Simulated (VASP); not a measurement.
An input for Ansatz (written as the equivalent of a VASP run, and not itself run):

Ansatz 0.2 input:
```yaml
crystal:
  lattice:
    - [2.4547340, 0.0000000, 0.0000000]
    - [0.0000000, 2.4547340, 0.0000000]
    - [0.0000000, 0.0000000, 2.4547340]
  atoms:
    - { symbol: Ni, position: [0.0000000, 0.0000000, 0.0000000], spin: 2 }
    - { symbol: O, position: [0.5000000, 0.5000000, 0.5000000] }
kpoints:
  mp_grid: { grid: [10, 10, 10] }
hamiltonian:
  xc: r2scan
  pseudopotentials: { kind: paw }
magnetization: { spin_polarized: true }
scf:
  occupations: { method: gaussian, width: 0.05 }
  max_iter: 100
relax:
  max_steps: 60
  f_tol: 0.01
  cell: {}
output: { forces: true, stress: true, eigenvalues: true }
```

### Question
Write the VASP files for the same calculation (r2SCAN).

### Answer
Several could match; the one computed here: 
POSCAR:
```
NiO
1
    2.4547340000     0.0000000000     0.0000000000
    0.0000000000     2.4547340000     0.0000000000
    0.0000000000     0.0000000000     2.4547340000
Ni O
1 1
Direct
  0.0000000000   0.0000000000   0.0000000000
  0.5000000000   0.5000000000   0.5000000000
```

**KPOINTS**
```
Automatic mesh
0
Gamma
10 10 10
0 0 0
```

INCAR:
```
IBRION = 2
SYSTEM = NiO
LREAL = F   # projection in real space or not
ISPIN = 2
LORBIT = 10
LCHARG = F
LWAVE = F
EDIFF = 1E-6
NSW = 60   # most ionic steps
ISIF = 3   # ions, shape and volume
EDIFFG = -0.01   # ionic stop
LMAXMIX = 4   # l cut-off of mixed one-centre charges
PREC = Accurate
ALGO = Normal   # blocked Davidson
MAGMOM = 2.0 0.0
LMIXTAU = T
NELM = 100   # most electronic steps
SIGMA = 0.05   # width (eV)
ENCUT = 520   # plane-wave cut-off (eV)
ISMEAR = 0   # Gaussian
METAGGA = R2SCAN
LASPH = T   # aspherical one-centre terms
```

POTCAR, in this order: Ni O (PBE.64 set). Program: vasp_std.

The two are equivalent in intent, not identical: each code has its own PAW files, so the cut-off isn't converted (ENCUT is set for VASP's; basis.ecutwfc is left out, and Ansatz then takes the one that its files recommend); Ansatz stops its SCF on the density residual and VASP on the energy change (EDIFF).

The structure was generated: NiO was put into the CsCl type (Pm-3m), which need not be its known phase. This run relaxes it. Symmetry was kept, so distortions that lower it aren't found.
